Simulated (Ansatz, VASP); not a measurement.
# Cross-check of K (bcc) between VASP and Ansatz

Aim: how closely do two programs agree when they are given the same cell, functional and k mesh? The cell is taken from a series of runs on this material, whose earlier steps may have relaxed, scaled, displaced or heated it; both programs get it as it stands.

Method: plane waves, with VASP 6.6.1 beside it; HSE06, in Ansatz 0.2.0.

## (1) Starting point

Symmetry: Im-3m, No. 229, cubic system. The conventional cell has a = 5.225 Å, b = 5.225 Å, c = 5.225 Å, α = 90.00°, β = 90.00°, γ = 90.00°. Nearest to K lie 8 K at 4.52 Å.

## (2) Ansatz: single point, HSE06

Ansatz runs on its PAW soft_1 files.

A single point takes one fixed geometry, so differences don't come from the geometry; what else differs is listed under the comparison.

The input, input.yaml:

```yaml
crystal:
  lattice:
    - [-2.6125, 2.6125, 2.6125]
    - [2.6125, -2.6125, 2.6125]
    - [2.6125, 2.6125, -2.6125]
  atoms:
    - { symbol: K, position: [0.0, 0.0, 0.0] }
basis:
  ecutwfc: 420
  xc_grid: 2
hamiltonian:
  xc: hse06
  pseudopotentials: { kind: paw, azcp: { folder: soft_1 } }
kpoints:
  mp_grid: { grid: [6, 6, 6] }
scf:
  occupations: { method: fermi_dirac, width: 0.05 }
  max_iter: 150
output:
  forces: true
  stress: true
checkpoint:
  write: "../K.hse06.run"
  compress: false
  write_wavefunctions: false
  write_every: 100000
```

Started as:

```bash
ansatz run input.yaml --threads 4 --pin off --max-ram 13189MiB --backend cpu --events-out ev --progress --plain --runs-dir out
```

Numbers of over 12 decimals in the logs are rounded to 6 here.

The log of the run:

```text
Warning: output.stress: scf.convergence.dr2_threshold = 1e-7 eV (the SCF's general default) is looser than the 1e-10 eV advised for a printed stress (1e-10 eV for each atom of the cell: 1). What an SCF threshold leaves in a stress goes as its square root, and in the free energy as the threshold itself, and one threshold admits the most on a small cell: [figures from the program's tests cut] Set scf.convergence.dr2_threshold to 1e-10 eV or tighter. The threshold is an SCF's pass mark: one that does not reach it within its budget of iterations ends unconverged, or closes short of it on a stop that the run arms, and scf.convergence.dr2_threshold's page says what that costs each kind of run
Warning: output.stress: scf.exx.energy_threshold = 1e-6 eV is looser than the 1e-8 eV advised for a stress under a hybrid functional (1e-8 eV for each atom of the cell: 1). Every SCF of the exchange loop can meet its threshold on dr2 while the loop round them stops early: no threshold on dr2 bounds what that leaves in the stress. Set scf.exx.energy_threshold to 1e-8 eV or tighter. The threshold is the loop's pass mark: a loop that does not reach it within its budget of cycles ends unconverged, and scf.exx.energy_threshold's page has the law
Engine: ansatz 0.2.0, aarch64-unknown-linux-gnu
Pseudopotentials: kind: paw
Pseudopotential: K, paw, valence charge 9, recommended cutoff 420 eV (normal), soft_1/K.paw.azcp
Functional definition: HSE06
  parameter a = 0.25
  parameter omega = 0.11/bohr
  exchange = pbe_x - a*pbe_x_sr(omega) + a*exact_x_sr(omega)
  correlation = pbe_c
Crystal: 1 atoms, lattice volume = 71.323 Å³
Basis set: ecut = 420 eV, 1433 PW (Γ), exchange–correlation on 64×64×64 points (8 copies of the dense FFT grid, shifted against one another)
Bands: 9, of which v1, the nominal top of the filled ones, is band 5 counted from 1 (4 counted from 0)
Symmetry: 48 space group operations
Space group: Im-3m (ITA 229), of the structure as read, at distance tolerance 4.1e-5 Å
k-points: 16 of 216
Non-local potential: K, projectors of the file, l = 0: 3, l = 1: 2, l = 2: 2
PAW form: soft (Blöchl's): semilocal exchange-correlation on the pseudo side does not see the compensation charge
PAW frozen core: K, regenerated for the run's functional, and the local potential with it (the file was generated under x = pbe(κ = 0.804, μ = 0.219515), c = pbe(β = 0.066725))
PAW one-centre angular grid: K, 110 points (default); XC on 64 Gauss nodes
Initial density: superposition of atomic densities (chi_scale 0.1, normalization cell)
Initial wavefunctions: pseudopotential atomic-orbital guess
Functional: x = pbe(κ = 0.804, μ = 0.219515), c = pbe(β = 0.066725), warm-up for x = pbe(κ = 0.804, μ = 0.219515) + 0.25 (exact − pbe) at short range (hse, ω = 0.207870 Å⁻¹), c = pbe(β = 0.066725); HSE06 as pw.x's `hse` composes it (authors' and Libxc's form: `xc: wpbeh`)
iter 1 solved again at ethr=2.09e-4 eV; its pass at ethr=1.00e-1 eV (dr2=1.88e-2 eV) is discarded
SCF iter   1: F=—  HF=-1537.776996 eV  |F-HF|=—  |Δ(HF+E_count)|=         —  Δρ=3.43e-3  dr2=1.93e-2  ethr=2.09e-4  ⟨swp⟩=9.1  Hψ=1226  notcnv=0
preconditioner: auto → none  [insulator: Δε(μ)=0.281 eV  Ē_g=4.245 eV  σ=0.050 eV  W_gap=0.56  n_scr=12 (ndim 8)  ℏωp=4.4 eV  f_vac=0.000  D(μ)=2.20/eV (n_scr^D=12)]
SCF iter   2: F=—  HF=-1537.771709 eV  |F-HF|=—  |Δ(HF+E_count)|=   5.29e-3  Δρ=1.17e-3  dr2=2.37e-3  ethr=2.09e-4  ⟨swp⟩=3.9  Hψ=392  notcnv=0
iter 3 solved again at ethr=1.93e-6 eV; its pass at ethr=2.63e-5 eV (dr2=1.74e-4 eV) is discarded
SCF iter   3: F=—  HF=-1537.772015 eV  |F-HF|=—  |Δ(HF+E_count)|=   3.05e-4  Δρ=4.06e-4  dr2=1.74e-4  ethr=1.93e-6  ⟨swp⟩=2.2  Hψ=511  notcnv=0
SCF iter   4: F=—  HF=-1537.772071 eV  |F-HF|=—  |Δ(HF+E_count)|=   5.58e-5  Δρ=3.01e-5  dr2=3.30e-7  ethr=1.93e-6  ⟨swp⟩=2.6  Hψ=242  notcnv=0
SCF iter   5: F=—  HF=-1537.772071 eV  |F-HF|=—  |Δ(HF+E_count)|=   6.43e-7  Δρ=7.84e-6  dr2=1.88e-8  ethr=3.66e-9  ⟨swp⟩=4.3  Hψ=342  notcnv=0
SCF iter   6: F=-1537.772071 eV  HF=-1537.772071 eV  |F-HF|=5.47e-10  |Δ(HF+E_count)|=   7.25e-9  Δρ=1.41e-6  dr2=7.13e-10  ethr=2.09e-10  ⟨swp⟩=3.0  Hψ=286  notcnv=0
SCF 1 converged in 6 iterations: F = -1537.772071 eV  dr2 = 7.13e-10
  greatest PAW one-centre occupation: 0.988 electrons in one spin orbital (limit 2), on the K atom at site 0 (counted from 0), in its partial waves of l = 0
Initial density: handed on by an earlier stage of this run
Initial wavefunctions: those handed on with the density
Functional: x = pbe(κ = 0.804, μ = 0.219515) + 0.25 (exact − pbe) at short range (hse, ω = 0.207870 Å⁻¹), c = pbe(β = 0.066725); HSE06 as pw.x's `hse` composes it (authors' and Libxc's form: `xc: wpbeh`)
Exchange kernel: α = 0.2500, screened, ω = 0.2079 Å⁻¹, Wigner–Seitz truncation, v(0) = 1046.9045 eV·Å³, q-mesh 6×6×6, nearest image of the exchange supercell L = 27.15 Å, pair-density grid 18×18×18, without the augmentation charges, whose exchange is taken in its separable form by FFT convolution over the k-point mesh (sized by the pseudopotential files, 25×25×25 at the most), smooth part of the exact exchange by density-matrix convolution
Frozen-core exchange: fock
iter 1 solved again at ethr=2.87e-6 eV; its pass at ethr=1.00e-1 eV (dr2=2.58e-4 eV) is discarded
SCF iter   1: F=—  HF=-1538.640201 eV  |F-HF|=—  |Δ(HF+E_count)|=         —  Δρ=1.10e-3  dr2=2.91e-4  ethr=2.87e-6  ⟨swp⟩=8.0  Hψ=936  notcnv=1
preconditioner: auto → none  [insulator: Δε(μ)=0.327 eV  Ē_g=4.781 eV  σ=0.050 eV  W_gap=0.56  n_scr=12 (ndim 8)  ℏωp=4.4 eV  f_vac=0.000  D(μ)=2.19/eV (n_scr^D=12)]
SCF iter   2: F=—  HF=-1538.640167 eV  |F-HF|=—  |Δ(HF+E_count)|=   3.48e-5  Δρ=5.16e-4  dr2=8.60e-5  ethr=2.87e-6  ⟨swp⟩=2.0  Hψ=218  notcnv=0
SCF iter   3: F=—  HF=-1538.640161 eV  |F-HF|=—  |Δ(HF+E_count)|=   5.04e-6  Δρ=1.02e-5  dr2=2.16e-5  ethr=6.62e-7  ⟨swp⟩=2.2  Hψ=221  notcnv=0
SCF iter   4: F=—  HF=-1538.640506 eV  |F-HF|=—  |Δ(HF+E_count)|=   3.45e-4  Δρ=5.05e-5  dr2=1.36e-6  ethr=5.61e-10  ⟨swp⟩=6.4  Hψ=709  notcnv=0  defer=7
SCF iter   5: F=-1538.640506 eV  HF=-1538.640506 eV  |F-HF|=6.26e-8  |Δ(HF+E_count)|=   5.63e-8  Δρ=1.15e-5  dr2=1.72e-7  ethr=5.61e-10  ⟨swp⟩=3.8  Hψ=333  notcnv=0  defer=2
SCF 2 stopped early in 5 iterations: F = -1538.640506 eV  dr2 = 1.72e-7
  greatest PAW one-centre occupation: 0.989 electrons in one spin orbital (limit 2), on the K atom at site 0 (counted from 0), in its partial waves of l = 0
hybrid outer 1: dexx = +3.986e-4 eV, tail = 2.23e-6 eV
Exchange kernel: α = 0.2500, screened, ω = 0.2079 Å⁻¹, Wigner–Seitz truncation, v(0) = 1046.9045 eV·Å³, q-mesh 6×6×6, nearest image of the exchange supercell L = 27.15 Å, pair-density grid 18×18×18, without the augmentation charges, whose exchange is taken in its separable form by FFT convolution over the k-point mesh (sized by the pseudopotential files, 25×25×25 at the most), smooth part of the exact exchange by density-matrix convolution
Frozen-core exchange: fock
SCF iter   1: F=—  HF=-1538.640531 eV  |F-HF|=—  |Δ(HF+E_count)|=         —  Δρ=2.56e-5  dr2=1.14e-7  ethr=1.24e-7  ⟨swp⟩=6.4  Hψ=532  notcnv=0
preconditioner: auto → none  [insulator: Δε(μ)=0.328 eV  Ē_g=4.783 eV  σ=0.050 eV  W_gap=0.56  n_scr=12 (ndim 8)  ℏωp=4.4 eV  f_vac=0.000  D(μ)=2.19/eV (n_scr^D=12)]
SCF iter   2: F=-1538.640531 eV  HF=-1538.640531 eV  |F-HF|=3.36e-9  |Δ(HF+E_count)|=   4.11e-8  Δρ=3.38e-6  dr2=6.90e-9  ethr=1.17e-9  ⟨swp⟩=2.4  Hψ=226  notcnv=0
SCF 3 converged in 2 iterations: F = -1538.640531 eV  dr2 = 6.90e-9
  Residual-converged pass: ⟨swp⟩=3.2  Hψ=286  notcnv=0  max |occ|·‖R‖ = 2.4e-6 eV (tolerance 2.4e-6 eV)  dr2=6.99e-9  dr2_onsite=6.55e-10  max |Δocc| = 6.7e-12
hybrid outer 2: dexx = +7.279e-8 eV, tail = 1.66e-8 eV, Δε = 8.37e-4 eV (about 7.34e-5 eV left of the loop's levels)
hybrid SCF converged: 2 outer / 7 inner (+6 warm-up), last move |dexx| = 7.28e-8 eV, tail = 1.66e-8 eV
Stability not checked: this state was not tested for a lower state beside it, because the functional holds exact exchange (a hybrid, or Hartree-Fock), whose exchange loop this test does not read (fock_operator; see scf.lower_state_search)
Free energy (F): -1538.640531 eV
Frozen-core exchange: fock
Harris-Foulkes:  -1538.640531 eV  (|F-HF|=3.36e-9)
Internal energy: -1538.625213 eV  (E = F + TS)
E sigma→0 (E₀):  -1538.632872 eV
Entropy (-TS):   -0.015318 eV (-15.318 meV/atom)
Fermi energy:    1.949523 eV
--- Per-component energies (eV) ---
  E_band       = -157.345540
  E_kinetic    = 253.061639
  E_local      = -748.255583  (includes V_loc(G=0)·N_el)
  E_nonlocal   = 13.083350
  E_hartree    = 266.818154
  E_xc         = -107.085457
  E_vxc        = -129.661654  (∫ρ·V_xc dr)
  E_exx        = -23.459725  (= α·E_x^exact, valence–valence)
  E_paw        = -786.455316  (= ΣΔE_a)
  E_vpaw       = -32.291296  (= ΣTr[D̂ρ^β])
  E_aug_tail   = -0.000005  (compensation charges beyond the density's cutoff)
  E_ewald      = -406.191138
  E_core_change = -0.141127  (= ΣΔE_core)
  E_smearing   = -0.015318  (= −TS)
  E_closure    = -0.000004  (closes the sum)
  Σ components = -1538.640531   (vs F -1538.640531, Δ=0.00e0)
--- Forces (eV/Å), atoms counted from 1 ---
  atom   1  K      0.00000000    -0.00000000    -0.00000000
  max |Σ_I F_I| component: 3.70e-31 eV/Å
--- Stress (GPa, compression-positive) ---
        0.263054      -0.000000       0.000000
       -0.000000       0.263054       0.000000
        0.000000       0.000000       0.263054
  P = ⅓ Tr σ = 0.2631 GPa (2.631 kbar)
--- Band table (eV; the first three rows and the last of 16) ---
  k-point 0: bands = ["-33.2059", "-15.2898", "-15.2898", "-15.2898", "-0.6600", "6.8795", "6.8795"]
  k-point 1: bands = ["-33.2047", "-15.3095", "-15.2961", "-15.2897", "-0.2419", "6.0983", "6.4294"]
  k-point 2: bands = ["-33.2023", "-15.3479", "-15.3087", "-15.2895", "0.9226", "4.3824", "5.8183"]
  k-point 15: bands = ["-33.1974", "-15.3441", "-15.3441", "-15.3441", "3.8820", "3.8820", "5.7526"]
  guard bands above this table: 2 of the run's 9 bands. The solve was not asked for them (output.publish_guard_bands: true or output.eigenvalues: true publishes all)
```

The run ends at a pressure of 0.26 GPa.

## (3) VASP: single point, HSE06

The same cell, functional, mesh and smearing now go to VASP, with its own data sets.

Lines of VASP's logs that name or quote its potential files are left out, and so is its time.

The run reads the wave functions of an earlier VASP run, which isn't shown here.

The input, INCAR:

```
SYSTEM = K
PREC = Accurate
ENCUT = 400
EDIFF = 1E-06
NELM = 100
ISMEAR = -1
SIGMA = 0.05
LREAL = .FALSE.
ALGO = Normal
LHFCALC = .TRUE.
AEXX = 0.25
GGA = PE
HFSCREEN = 0.208
LASPH = .TRUE.
NBANDS = 10
PRECFOCK = Fast
LORBIT = 11
LWAVE = .FALSE.
LCHARG = .FALSE.
KPAR = 8
ISIF = 2
```

The input, POSCAR:

```
K
1.0
   -2.6125000000      2.6125000000      2.6125000000
    2.6125000000     -2.6125000000      2.6125000000
    2.6125000000      2.6125000000     -2.6125000000
K
1
Direct
    0.0000000000      0.0000000000      0.0000000000
```

The input, KPOINTS:

```
Automatic mesh
0
Gamma
6 6 6
0 0 0
```

PAW data sets: K_sv (PBE family, release 64).

Started as:

```bash
mpirun -np 8 vasp_std
```

The log of the run:

```text
[banner, memory and clock lines left out]
running    8 mpi-ranks, on    1 nodes
 distrk:  each k-point on    1 cores,    8 groups
 distr:  one band on    1 cores,    1 groups

 POSCAR found type information on POSCAR K
 POSCAR found :  1 types and       1 ions
|                                                                             |
|           W    W    AA    RRRRR   N    N  II  N    N   GGGG   !!!           |
|           W    W   A  A   R    R  NN   N  II  NN   N  G    G  !!!           |
|           W    W  A    A  R    R  N N  N  II  N N  N  G       !!!           |
|           W WW W  AAAAAA  RRRRR   N  N N  II  N  N N  G  GGG   !            |
|           WW  WW  A    A  R   R   N   NN  II  N   NN  G    G                |
|           W    W  A    A  R    R  N    N  II  N    N   GGGG   !!!           |
|                                                                             |
|     For optimal performance we recommend to set                             |
|       NCORE = 2 up to number-of-cores-per-socket                            |
|     NCORE specifies how many cores store one orbital (NPAR=cpu/NCORE).      |
|     This setting can greatly improve the performance of VASP for DFT.       |
|     The default, NCORE=1 might be grossly inefficient on modern             |
|     multi-core architectures or massively parallel machines. Do your        |
|     Unfortunately you need to use the default for GW and RPA                |
|     calculations (for HF NCORE is supported but not extensively tested      |
|     yet).                                                                   |
|                                                                             |

 LDA part: xc-table for (Slater+PW92), standard interpolation
 found WAVECAR, reading the header
 POSCAR, INCAR and KPOINTS ok, starting setup
 FFT: planning ... GRIDC
 FFT: planning ... GRID_SOFT
 FFT: planning ... GRID
 reading WAVECAR
 the WAVECAR file was read successfully
 initial charge from wavefunction
 entering main loop
       N       E                     dE             d eps       ncg     rms          rms(c)
DAV:   1    -0.109227579919E+01   -0.10923E+01   -0.81833E-02   360   0.300E+00    0.876E-01
DAV:   2    -0.109280476639E+01   -0.52897E-03   -0.11443E-03   458   0.218E-01    0.539E-01
DAV:   3    -0.109279123645E+01    0.13530E-04   -0.62629E-05   488   0.686E-02    0.310E-01
DAV:   4    -0.109278632858E+01    0.49079E-05   -0.15043E-05   496   0.360E-02    0.180E-01
DAV:   5    -0.109278482799E+01    0.15006E-05   -0.35097E-06   496   0.166E-02    0.105E-01
DAV:   6    -0.109278418867E+01    0.63932E-06   -0.87948E-07   396   0.778E-03
   1 F= -.10927842E+01 E0= -.10851254E+01  d E =-.153175E-01
```

Parts of OUTCAR (step 3):

```text
ion  position               nearest neighbor table
   1  0.000  0.000  0.000-

  LATTYP: Found a body centered cubic cell.
 ALAT       =     5.2250000000

 Subroutine GETGRP returns: Found 48 space group operations
 (whereof 48 operations were pure point group operations)

The static configuration has the point symmetry O_h .

 Found     16 irreducible k-points:

   k-points           NKPTS =     16   k-points in BZ     NKDIM =    216   number of bands    NBANDS=     10

   dimension x,y,z NGX =    30 NGY =   30 NGZ =   30
   dimension x,y,z NGXF=    60 NGYF=   60 NGZF=   60

   ENCUT  =  400.0 eV  29.40 Ry    5.42 a.u.   7.38  7.38  7.38*2*pi/ulx,y,z

   NELECT =       9.0000    total number of electrons

 k-points in reciprocal lattice and weights: Automatic mesh
   0.00000000  0.00000000  0.00000000       0.005
   0.16666667  0.00000000  0.00000000       0.056
   0.33333333  0.00000000  0.00000000       0.056
   0.50000000  0.00000000  0.00000000       0.028
   0.16666667  0.16666667  0.00000000       0.111
   0.33333333  0.16666667  0.00000000       0.222
   0.33333333  0.33333333  0.00000000       0.037
   0.16666667  0.16666667  0.16666667       0.037
   0.33333333  0.16666667  0.16666667       0.056
[...]
0.50000000  0.50000000  0.33333333       0.056
   0.50000000  0.50000000  0.50000000       0.005

  exchange ACFDT corr.  =         0.00000000  see jH, gK, PRB 81, 115126

 average (electrostatic) potential at core
       1 -34.6557

 E-fermi :   0.0138

 k-point     1 :       0.0000    0.0000    0.0000
  band No.  band energies     occupation
      1     -35.1713      2.00000
      2     -17.2532      2.00000
      3     -17.2532      2.00000
      4     -17.2532      2.00000
      5      -2.5961      2.00000
      6       4.9423      0.00000
      7       4.9423      0.00000
      8       4.9423      0.00000
      9       5.9252      0.00000
     10       5.9252      0.00000

 k-point     2 :       0.1667    0.0000    0.0000
  band No.  band energies     occupation
      1     -35.1701      2.00000
      2     -17.2728      2.00000
      3     -17.2595      2.00000
      4     -17.2531      2.00000
      5      -2.1780      2.00000
      6       4.1622      0.00000
      7       4.4924      0.00000
      8       5.2289      0.00000
      9       5.6474      0.00000
     10       5.8180      0.00000

 k-point     3 :       0.3333    0.0000    0.0000
  band No.  band energies     occupation
      1     -35.1678      2.00000
      2     -17.3110      2.00000
      3     -17.2720      2.00000
      4     -17.2530      2.00000
      5      -1.0135      2.00000
      6       2.4475      0.00000
      7       3.8814      0.00000
      8       5.7442      0.00000
      9       5.8931      0.00000
     10       6.0461      0.00000

  Total        0.1176930      0.1176930      0.1176930     -0.0000000      0.0000000      0.0000000
  in kB        2.6438217      2.6438217      2.6438217     -0.0000000      0.0000000      0.0000000
  external PRESSURE =       2.6438217 kB  Pullay stress =       0.0000000 kB

  energy-cutoff  :      400.00
  volume of cell :       71.32
      direct lattice vectors                 reciprocal lattice vectors
    -2.612500000  2.612500000  2.612500000     0.000000000  0.191387560  0.191387560
     2.612500000 -2.612500000  2.612500000     0.191387560  0.000000000  0.191387560
     2.612500000  2.612500000 -2.612500000     0.191387560  0.191387560  0.000000000

 POSITION                                       TOTAL-FORCE (eV/Angst)
 -----------------------------------------------------------------------------------
      0.00000      0.00000      0.00000         0.000000     -0.000000     -0.000000
 -----------------------------------------------------------------------------------
    total drift:                                0.000000     -0.000000     -0.000000

  FREE ENERGIE OF THE ION-ELECTRON SYSTEM (eV)
  ---------------------------------------------------
  free  energy   TOTEN  =        -1.0927841887 eV

  energy  without entropy=       -1.0774666419  energy(sigma->0) =       -1.08512542

 total charge
# of ion       s       p       d       tot
------------------------------------------
    1        1.980   5.600   0.004   7.584

[... 3 further parts left out ...]
```

The k-mesh is coarse for exact exchange; levels may shift by about 0.1 eV on a finer one.

## (4) Side by side

Known differences besides the potentials themselves: exact exchange at q = 0 is treated differently, which shows on coarse meshes; VASP keeps PBE cores, Ansatz makes them for the functional; the cutoff is 420 eV in Ansatz and 400 eV in VASP; VASP takes a coarser grid for exact exchange (PRECFOCK = Fast). Total energies have different zeros and are not compared.

Compared:

```csv
quantity,Ansatz,VASP,difference
pressure (GPa),0.26,0.26,0.00
```

## (5) Summary of results

| Item | Value |
| --- | --- |
| difference in pressure (single point, HSE06) | -0.0013 GPa |

The difference in pressure is -0.0013 GPa (single point, HSE06), within the 1 GPa picked in this series as the mark of a large difference. How closely two codes agree says nothing of how well the functional describes the real material.

[Lines on the potential files, build, host, timing and source positions are cut from VASP's logs without a mark.]

[Logs are printed without paths, hosts, clocks, repeated set-up lines and the standing remarks that a program may print on its own settings, such as how far it seeks lower states.]

[Hosts, paths, dates, database ids (printed as entryN), source tags and the programs' standing remarks are cut or masked in the printed files.]
